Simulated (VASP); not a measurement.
Output of a VASP run:

**OSZICAR**
```
       N       E                     dE             d eps       ncg     rms          rms(c)
DAV:   1     0.136624708117E+03    0.13662E+03   -0.10023E+04  2352   0.185E+03
DAV:   2    -0.284095517838E+02   -0.16503E+03   -0.16241E+03  2382   0.418E+02
DAV:   3    -0.389660868359E+02   -0.10557E+02   -0.10461E+02  3912   0.113E+02
DAV:   4    -0.392961698393E+02   -0.33008E+00   -0.32844E+00  2860   0.163E+01
DAV:   5    -0.393072414511E+02   -0.11072E-01   -0.11071E-01  3442   0.284E+00    0.269E+01
DAV:   6    -0.408040480509E+02   -0.14968E+01   -0.19831E+02  2434   0.230E+02    0.343E+01
DAV:   7    -0.242068511233E+02    0.16597E+02   -0.37482E+01  3104   0.803E+01    0.903E+00
DAV:   8    -0.235975637283E+02    0.60929E+00   -0.18843E+01  3406   0.498E+01    0.107E+01
DAV:   9    -0.230511435526E+02    0.54642E+00   -0.45486E+00  3556   0.219E+01    0.407E+00
DAV:  10    -0.230886389451E+02   -0.37495E-01   -0.79635E-02  2660   0.328E+00    0.431E+00
DAV:  11    -0.231287074769E+02   -0.40069E-01   -0.77107E-02  3600   0.409E+00    0.163E+00
DAV:  12    -0.230934517555E+02    0.35256E-01   -0.86663E-02  2820   0.278E+00    0.103E+00
DAV:  13    -0.230869952447E+02    0.64565E-02   -0.82882E-03  2546   0.134E+00    0.926E-01
DAV:  14    -0.230866775969E+02    0.31765E-03   -0.28453E-03  3390   0.368E-01    0.953E-01
DAV:  15    -0.230737693088E+02    0.12908E-01   -0.65615E-02  2974   0.367E+00    0.655E-01
DAV:  16    -0.230693787779E+02    0.43905E-02   -0.17282E-02  2912   0.184E+00    0.241E-01
DAV:  17    -0.230706138624E+02   -0.12351E-02   -0.29586E-03  3420   0.695E-01    0.300E-01
DAV:  18    -0.230693331135E+02    0.12807E-02   -0.33265E-03  3186   0.594E-01    0.141E-01
DAV:  19    -0.230694121377E+02   -0.79024E-04   -0.41218E-04  3070   0.287E-01    0.643E-02
DAV:  20    -0.230694483824E+02   -0.36245E-04   -0.30069E-05  2792   0.838E-02    0.487E-02
DAV:  21    -0.230694290509E+02    0.19331E-04   -0.18123E-04  2858   0.177E-01    0.188E-02
DAV:  22    -0.230694252974E+02    0.37535E-05   -0.21163E-05  2624   0.600E-02    0.153E-02
DAV:  23    -0.230694161857E+02    0.91118E-05   -0.33431E-06  3572   0.235E-02    0.761E-03
DAV:  24    -0.230694106419E+02    0.55438E-05   -0.16408E-06  2598   0.130E-02    0.307E-03
DAV:  25    -0.230694122684E+02   -0.16265E-05   -0.68774E-07  3108   0.111E-02    0.232E-03
DAV:  26    -0.230694106580E+02    0.16105E-05   -0.19245E-07  1744   0.578E-03    0.905E-04
DAV:  27    -0.230694103663E+02    0.29160E-06   -0.22945E-08  1194   0.201E-03    0.615E-04
DAV:  28    -0.230694100567E+02    0.30967E-06   -0.99156E-09  1194   0.132E-03    0.344E-04
DAV:  29    -0.230694099632E+02    0.93487E-07   -0.59031E-09  1194   0.806E-04
   1 F= -.23069410E+02 E0= -.23069482E+02  d E =0.215498E-03
```

**OUTCAR**
```
------------------------ aborting loop because EDIFF is reached ----------------------------------------
  FORCE on cell =-STRESS in cart. coord.  units (eV):
  Direction    XX          YY          ZZ          XY          YZ          ZX
  --------------------------------------------------------------------------------------
  Total        2.0169881      2.0169881      2.0169881     -0.0000000     -0.0000000      0.0000000
  in kB      134.6443849    134.6443849    134.6443849     -0.0000000     -0.0000000      0.0000000
  external PRESSURE =     134.6443849 kB  Pullay stress =       0.0000000 kB
  volume of cell :       24.00
      direct lattice vectors                 reciprocal lattice vectors
     2.884531104  0.000000000  0.000000000     0.346676796  0.000000000  0.000000000
     0.000000000  2.884531104  0.000000000     0.000000000  0.346676796  0.000000000
     0.000000000  0.000000000  2.884531104     0.000000000  0.000000000  0.346676796
 POSITION                                       TOTAL-FORCE (eV/Angst)
 -----------------------------------------------------------------------------------
      0.00000      0.00000      0.00000         0.000000      0.000000      0.000000
      1.44227      1.44227      1.44227         0.000000      0.000000      0.000000
 -----------------------------------------------------------------------------------
    total drift:                                0.000000      0.000000     -0.000000
  FREE ENERGIE OF THE ION-ELECTRON SYSTEM (eV)
  ---------------------------------------------------
  free  energy   TOTEN  =       -23.0694099632 eV

  energy  without entropy=      -23.0696254610  energy(sigma->0) =      -23.06948180
```
(Selected blocks of OUTCAR.)

File POSCAR:
```
TiCo
1
    2.8845311043     0.0000000000     0.0000000000
    0.0000000000     2.8845311043     0.0000000000
    0.0000000000     0.0000000000     2.8845311043
Ti Co
1 1
Direct
  0.0000000000   0.0000000000   0.0000000000
  0.5000000000   0.5000000000   0.5000000000
```

Problem. Write an INCAR and KPOINTS that could have produced this output.

Solution. Several could match; the one computed here: the input of the run itself, MS2 meta-GGA, plane waves, VASP's PBE PAW potentials (set 64).

### KPOINTS
```
Regular mesh
0
Gamma
  12 12 12
0 0 0
```

### INCAR
```
SYSTEM=TiCo
PREC=Accurate; ENCUT=520; LREAL=.FALSE.
LASPH=.TRUE.
EDIFF=1E-7; NELM=100; ALGO=Normal
LMAXMIX=4; LMIXTAU=.TRUE.
ISMEAR=1; SIGMA=0.1
METAGGA=MS2
ISIF=2
LWAVE=.FALSE.; LCHARG=.FALSE.
```

POTCAR, in this order: Ti_sv Co (PBE.64 set). Program: vasp_std.

The compound is TiCo in the CsCl type structure. This cell is one point of a volume scan, at 0.94 of the reference volume. The run is not spin-polarised, so no magnetic state was tried. The electron count is odd and the run is not spin-polarised, which forces a metal.
